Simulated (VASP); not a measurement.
A VASP calculation is set up with these files.

### INCAR
```
# general
SYSTEM   = RuAl
PREC     = Accurate
ENCUT    = 520
LREAL    = F
LASPH    = T

# electronic loop
EDIFF    = 1E-6
NELM     = 100
ALGO     = Normal
LMAXMIX  = 4

# smearing
ISMEAR   = 1
SIGMA    = 0.1

# functional
GGA      = MK
LUSE_VDW = T
AGGAC    = 0.0
PARAM1   = 0.1234
PARAM2   = 1.0

# ions
IBRION   = 2
NSW      = 60
ISIF     = 3
EDIFFG   = -0.01

# output
LWAVE    = F
LCHARG   = F
```

POSCAR:
```
RuAl
1
    2.9900000000     0.0000000000     0.0000000000
    0.0000000000     2.9900000000     0.0000000000
    0.0000000000     0.0000000000     2.9900000000
Al Ru
1 1
Direct
  0.5000000000   0.5000000000   0.5000000000
  0.0000000000   0.0000000000   0.0000000000
```

**KPOINTS**
```
kpoints
0
gamma
 11 11 11
0 0 0
```

POTCAR, in this order: Al Ru_pv (PBE.64 set). Program: vasp_std.

Translate this optB86b-vdW calculation to Quantum ESPRESSO's pw.x.

One equivalent input (not run):
```
&CONTROL
  calculation = 'vc-relax'
  pseudo_dir = './pseudo'
  outdir = './out'
  tprnfor = .true.
  tstress = .true.
  nstep = 60
  forc_conv_thr = 0.00039
/
&SYSTEM
  ibrav = 0
  nat = 2
  ntyp = 2
  ecutwfc = 84
  occupations = 'smearing'
  smearing = 'methfessel-paxton'
  degauss = 0.00735
  input_dft = 'vdw-df-ob86'
/
&ELECTRONS
  conv_thr = 7.3e-08
  electron_maxstep = 100
/
&IONS
/
&CELL
/
ATOMIC_SPECIES
  Al 26.982 Al.upf
  Ru 101.070 Ru.upf
CELL_PARAMETERS angstrom
     2.9900000    0.0000000    0.0000000
     0.0000000    2.9900000    0.0000000
     0.0000000    0.0000000    2.9900000
ATOMIC_POSITIONS crystal
  Al   0.5000000  0.5000000  0.5000000
  Ru   0.0000000  0.0000000  0.0000000
K_POINTS automatic
  11 11 11 0 0 0
```
What does not carry over: the potentials are each code's own (VASP's PAW set, PseudoDojo norm-conserving files in pw.x), so ENCUT and ecutwfc are chosen apart and not converted; conv_thr bounds pw.x's estimated SCF error, while EDIFF bounds the energy change between steps; forc_conv_thr acts on force components and is met together with etot_conv_thr.

The compound is RuAl in the CsCl type structure. The cell was not relaxed at this level.
